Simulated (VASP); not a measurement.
# Ti3BiO3 (Pm-3m) in VASP: relaxation of cell and atoms with PBE

Aim: the relaxation of cell and atoms of Ti3BiO3 with PBE.

Program: VASP 6.6.1. These are calculated values, not measurements. Logs are shortened: lines on timing, memory, paths and dates and some standing lists are left out, and cuts for length are marked.

### 1 Starting point

It takes space group Pm-3m (No. 221, cubic). Conventional cell: a = 4.727 Å, b = 4.727 Å, c = 4.727 Å, α = 90.00°, β = 90.00°, γ = 90.00°. Ti (site symmetry 4/mmm) is surrounded by 2 Bi at 2.36 Å and 4 O at 2.36 Å. Around Bi (site symmetry m-3m) lie 6 Ti at 2.36 Å. O (site symmetry 4/mmm) has 4 Ti at 2.36 Å as nearest neighbours.

The cell was built by a generator and needn't be a form met in nature.

### 2 Relaxation of cell and atoms, PBE

Contents of INCAR:

```
SYSTEM = Ti3BiO3
PREC     = Normal         ! precision mode
ENCUT    = 520            ! plane-wave cutoff, eV
EDIFF    = 1E-4           ! SCF threshold, eV
ISMEAR   = 0              ! smearing method
SIGMA    = 0.15           ! smearing width, eV
LREAL    = .FALSE.        ! projectors in reciprocal space
LASPH    = .TRUE.         ! aspherical terms in the spheres
NELM     = 60             ! most SCF steps
ALGO     = Fast           ! electronic algorithm
ISIF     = 3              ! what is computed and relaxed
LWAVE    = .FALSE.        ! write WAVECAR
LCHARG   = .FALSE.        ! write CHGCAR
GGA      = PE             ! functional
IBRION   = 2              ! ionic algorithm
NSW      = 24             ! ionic steps
EDIFFG   = -0.08          ! ionic threshold
KPAR     = 2
```

Contents of KPOINTS:

```
regular mesh
0
G
  3 3 3
  0 0 0
```

Contents of POSCAR:

```
Ti3BiO3
1.0
    4.7274639900      0.0000000000      0.0000000000
    0.0000000000      4.7274639900      0.0000000000
    0.0000000000      0.0000000000      4.7274639900
Ti Bi O
3 1 3
Direct
    0.5000000000      0.5000000000      0.0000000000
    0.0000000000      0.5000000000      0.5000000000
    0.5000000000      0.0000000000      0.5000000000
    0.5000000000      0.5000000000      0.5000000000
    0.5000000000      0.0000000000      0.0000000000
    0.0000000000      0.5000000000      0.0000000000
    0.0000000000      0.0000000000      0.5000000000
```

Potentials or basis: VASP PAW PBE potentials, release 64 (Ti_sv, Bi_d, O).

Started as:

```console
$ cat potpaw_PBE.64/Ti_sv/POTCAR potpaw_PBE.64/Bi_d/POTCAR potpaw_PBE.64/O/POTCAR > POTCAR
$ mpirun -np 2 vasp_std > vasp.out
```

OUTCAR:

```text
SYSTEM = Ti3BiO3
   PREC = Normal
   ENCUT = 520
   EDIFF = 1E-4
   ISMEAR = 0
   LREAL = .FALSE.
   LASPH = .TRUE.
   NELM = 60
   ISIF = 3
   GGA = PE
   IBRION = 2
   NSW = 24
   EDIFFG = -0.08

 ion  position               nearest neighbor table
   1  0.500  0.500  0.000-   4 2.36   5 2.36   6 2.36   4 2.36   5 2.36   6 2.36
   2  0.000  0.500  0.500-   4 2.36   6 2.36   7 2.36   6 2.36   7 2.36   4 2.36
   3  0.500  0.000  0.500-   4 2.36   5 2.36   7 2.36   5 2.36   4 2.36   7 2.36
   4  0.500  0.500  0.500-   1 2.36   2 2.36   3 2.36   1 2.36   3 2.36   2 2.36
   5  0.500  0.000  0.000-   1 2.36   3 2.36   3 2.36   1 2.36
   6  0.000  0.500  0.000-   1 2.36   2 2.36   2 2.36   1 2.36
   7  0.000  0.000  0.500-   2 2.36   3 2.36   2 2.36   3 2.36

  LATTYP: Found a simple cubic cell.
 ALAT       =     4.7274639900

  Lattice vectors:

 A1 = (   4.7274639900,   0.0000000000,   0.0000000000)
 A2 = (   0.0000000000,   4.7274639900,   0.0000000000)
 A3 = (   0.0000000000,   0.0000000000,   4.7274639900)

Analysis of symmetry for initial positions (statically):
=====================================================================
 Subroutine PRICEL returns:
 Original cell was already a primitive cell.

 Routine SETGRP: Setting up the symmetry group for a
 simple cubic supercell.

 Subroutine GETGRP returns: Found 48 space group operations
 (whereof 48 operations were pure point group operations)
 out of a pool of 48 trial point group operations.

The static configuration has the point symmetry O_h .

Analysis of symmetry for dynamics (positions and initial velocities):
=====================================================================
 Subroutine PRICEL returns:
 Original cell was already a primitive cell.

 Routine SETGRP: Setting up the symmetry group for a
 simple cubic supercell.

 Subroutine GETGRP returns: Found 48 space group operations
 (whereof 48 operations were pure point group operations)
 out of a pool of 48 trial point group operations.

The dynamic configuration has the point symmetry O_h .

 Subroutine INISYM returns: Found 48 space group operations
 (whereof 48 operations are pure point group operations),
 and found     1 'primitive' translations

----------------------------------------------------------------------------------------

                                     Primitive cell

  volume of cell :     105.6537

  direct lattice vectors                    reciprocal lattice vectors
     4.727463990  0.000000000  0.000000000     0.211529903  0.000000000  0.000000000
     0.000000000  4.727463990  0.000000000     0.000000000  0.211529903  0.000000000
     0.000000000  0.000000000  4.727463990     0.000000000  0.000000000  0.211529903

  length of vectors
     4.727463990  4.727463990  4.727463990     0.211529903  0.211529903  0.211529903

  position of ions in fractional coordinates (direct lattice)
     0.500000000  0.500000000  0.000000000
     0.000000000  0.500000000  0.500000000
     0.500000000  0.000000000  0.500000000
     0.500000000  0.500000000  0.500000000
     0.500000000  0.000000000  0.000000000
     0.000000000  0.500000000  0.000000000
     0.000000000  0.000000000  0.500000000

  ion indices of the primitive-cell ions
   primitive index   ion index
                 1           1
                 2           2
                 3           3
                 4           4
                 5           5
                 6           6
                 7           7

----------------------------------------------------------------------------------------

 KPOINTS: regular mesh

Automatic generation of k-mesh.
 Grid dimensions read from file:
 generate k-points for:    3    3    3

 Generating k-lattice:

  Cartesian coordinates                     Fractional coordinates (reciprocal lattice)
     0.070509968  0.000000000  0.000000000     0.333333333  0.000000000  0.000000000
     0.000000000  0.070509968  0.000000000     0.000000000  0.333333333  0.000000000
     0.000000000  0.000000000  0.070509968     0.000000000  0.000000000  0.333333333

  Length of vectors
     0.070509968  0.070509968  0.070509968

  Shift w.r.t. Gamma in fractional coordinates (k-lattice)
     0.000000000  0.000000000  0.000000000

 Subroutine IBZKPT returns following result:
 ===========================================

 Found      4 irreducible k-points:

 Following reciprocal coordinates:
            Coordinates               Weight
  0.000000  0.000000  0.000000      1.000000
  0.333333  0.000000  0.000000      6.000000
  0.333333  0.333333  0.000000     12.000000
  0.333333  0.333333  0.333333      8.000000
   k-points           NKPTS =      4   k-points in BZ     NKDIM =      4   number of bands    NBANDS=     41
   number of dos      NEDOS =    301   number of ions     NIONS =      7
   total plane-waves  NPLWV =  21952
   dimension x,y,z NGX =    28 NGY =   28 NGZ =   28
   dimension x,y,z NGXF=    56 NGYF=   56 NGZF=   56
   ions per type =               3   1   3
   NGX,Y,Z   is equivalent  to a cutoff of   9.85,  9.85,  9.85 a.u.
   NGXF,Y,Z  is equivalent  to a cutoff of  19.69, 19.69, 19.69 a.u.
 SYSTEM =  Ti3BiO3
   PREC   = normal    normal or accurate (medium, high low for compatibility)
   ISTART =      0    job   : 0-new  1-cont  2-samecut
   ICHARG =      2    charge: 1-file 2-atom 10-const
   ISPIN  =      1    spin polarized calculation?
   LNONCOLLINEAR =      F non collinear calculations
   LSORBIT =      F    spin-orbit coupling
   LASPH  =      T    aspherical Exc in radial PAW
   ENCUT  =  520.0 eV  38.22 Ry    6.18 a.u.   8.79  8.79  8.79*2*pi/ulx,y,z
   NELM   =     60;   NELMIN=  2; NELMDL= -5     # of ELM steps
   EDIFF  = 0.1E-03   stopping-criterion for ELM
   LREAL  =      F    real-space projection
   EDIFFG = -.8E-01   stopping-criterion for IOM
   NSW    =     24    number of steps for IOM
   IBRION =      2    ionic relax: 0-MD 1-quasi-New 2-CG
   NFREE  =      1    steps in history (QN), initial steepest desc. (CG)
   ISIF   =      3    stress and relaxation
   ISYM   =      2    0-nonsym 1-usesym 2-fastsym
   POTIM  = 0.5000    time-step for ionic-motion
   TEBEG  =    0.0;   TEEND  =   0.0 temperature during run
   PSTRESS=    0.0 pullay stress
   NELECT =      69.0000    total number of electrons
   NUPDOWN=      -1.0000    fix difference up-down
   EMIN   =  10.00;   EMAX   =-10.00  energy-range for DOS
   EFERMI =   0.00;   METHOD = LEGACY
   ISMEAR =     0;   SIGMA  =   0.15  broadening in eV -4-tet -1-fermi 0-gaus
   EFERMI_NEDOS =   21; number of points for ismear=-14 and -15
   IALGO  =     68    algorithm
   IMIX   =      4    mixing-type and parameters
     AMIX     =   0.40;   BMIX     =  1.00
     AMIX_MAG =   1.60;   BMIX_MAG =  1.00
  volume/ion in A,a.u.               =      15.09       101.86
  Fermi-wavevector in a.u.,A,eV,Ry     =   1.420353  2.684078 27.448430  2.017403
  Thomas-Fermi vector in A             =   2.541277
   LORBIT       =      0    0 simple, 1 ext, 2 COOP (PROOUT), +10 PAW based schemes
   GGA     = PE    functional components
   LHFCALC =     F    Hartree Fock is set to
   AEXX    =    0.0000 exact exchange contribution
   IVDW    =     0    specifies the selected vdW correction
   LEPSILON=     F    determine dielectric tensor
   LRPA    =     F    only Hartree local field effects (RPA)
 conjugate gradient relaxation of ions
 non-spin polarized calculation
 RMM-DIIS sequential band-by-band and
 Gauss-broadening in eV      SIGMA  =   0.15
  energy-cutoff  :      520.00
  volume of cell :      105.65
 maximum number of plane-waves:      2897
   NGX = 17   NGY = 17   NGZ = 17

--------------------------------------- Ionic step        1  -------------------------------------------

 number of electron      69.0000077 magnetization

 Free energy of the ion-electron system (eV)
  ---------------------------------------------------
  ext. energy  EPLUGINS =         0.00000000
  ---------------------------------------------------
  free energy    TOTEN  =       -45.09109175 eV

  energy without entropy =      -44.97343256  energy(sigma->0) =      -45.03226215

------------------------ aborting loop because EDIFF is reached ----------------------------------------

  FORCE on cell =-STRESS in cart. coord.  units (eV):
  Direction    XX          YY          ZZ          XY          YZ          ZX
  --------------------------------------------------------------------------------------
  -------------------------------------------------------------------------------------
  Total        8.0957682      8.0957682      8.0957682     -0.0000000      0.0000000     -0.0000000
  in kB      122.7676541    122.7676541    122.7676541     -0.0000000      0.0000000     -0.0000000
  external PRESSURE =     122.7676541 kB  Pullay stress =       0.0000000 kB
[... 67 lines left out ...]
  energy  without entropy=      -45.1746365669  energy(sigma->0) =      -45.24419953

--------------------------------------- Ionic step        3  -------------------------------------------

 number of electron      68.9999985 magnetization

 Free energy of the ion-electron system (eV)
  ---------------------------------------------------
  ext. energy  EPLUGINS =         0.00000000
  ---------------------------------------------------
  free energy    TOTEN  =       -45.48454014 eV

  energy without entropy =      -45.35207363  energy(sigma->0) =      -45.41830688

 E-fermi :   6.1084     XC(G=0): -10.3102

 val. band max:        6.0711549409   @ k =   0.3333   0.3333   0.3333
 cond. band min:       6.1373970369   @ k =   0.3333   0.0000   0.0000
 fundamental gap:      0.0662420960
 Fermi energy:         6.1083813455

 k-point     1 :       0.0000    0.0000    0.0000
  band No.  band energies     occupation
      1     -52.0952      2.00000
      2     -52.0805      2.00000
      3     -52.0805      2.00000
      4     -28.4072      2.00000
      5     -28.4072      2.00000
      6     -28.4072      2.00000
[... 199 lines left out ...]
  FREE ENERGIE OF THE ION-ELECTRON SYSTEM (eV)
  ---------------------------------------------------
  free  energy   TOTEN  =       -45.4845401360 eV

  energy  without entropy=      -45.3520736270  energy(sigma->0) =      -45.41830688

 reached required accuracy - stopping structural energy minimisation
```

Wall time 37 s (2 MPI ranks of Intel Xeon Platinum 8559C (Emerald Rapids), shared host); peak memory 0.15 GiB.

Results:

```yaml
Free_energy: -45.4845 eV
Relaxed_volume: 16.65 Å³/atom
Relaxed_cell: a = 4.885 Å, b = 4.885 Å, c = 4.885 Å, α = 90.00°, β = 90.00°, γ = 90.00°
Space_group_after_relaxing_to_0.05_Å: Pm-3m (No. 221)
Energy_gained_by_relaxing: 56.2 meV/atom
Ionic_steps: 3
Pressure_after_relaxing: -0.2 GPa
Band_gap_on_the_k_mesh: none (metal or under the smearing width)
```

Step by step:
```
step  energy change (eV)  largest force (eV/Å)  pressure (GPa)  volume (Å³)
   1              0.0000                0.0000           12.28       105.65
   2             -0.2227                0.0000           -6.67       124.34
   3             -0.3934                0.0000           -0.21       116.55
```

Final structure:
```
Ti Bi O
1.0
     4.88464    0.00000    0.00000
     0.00000    4.88464    0.00000
     0.00000    0.00000    4.88464
Ti Bi O
3 1 3
Direct
  0.50000 0.50000 0.00000
  0.00000 0.50000 0.50000
  0.50000 0.00000 0.50000
  0.50000 0.50000 0.50000
  0.50000 0.00000 0.00000
  0.00000 0.50000 0.00000
  0.00000 0.00000 0.50000
```

Levels at points of the mesh, in eV from the Fermi level:
| k point | band 31 | band 32 | band 33 | band 34 | band 35 | band 36 | band 37 | band 38 |
| --- | --- | --- | --- | --- | --- | --- | --- | --- |
| (0.00, 0.00, 0.00) | -1.45 | -1.45 | -1.45 | -0.68 | -0.68 | -0.68 | 0.35 | 0.36 |

Caveat: the k mesh is coarse (spacing up to 0.44 Å⁻¹), so the values aren't converged; spin-orbit coupling is left out, which moves the levels of the heavy elements; an odd number of electrons without spin polarisation forces a metal; a magnetic or distorted state may lie lower; semilocal functionals often make such compounds metallic where correlation or magnetic order opens a gap, which also shifts bond lengths; the relaxation stopped at a loose force limit of 0.08 eV/Å, so its end isn't a converged minimum.
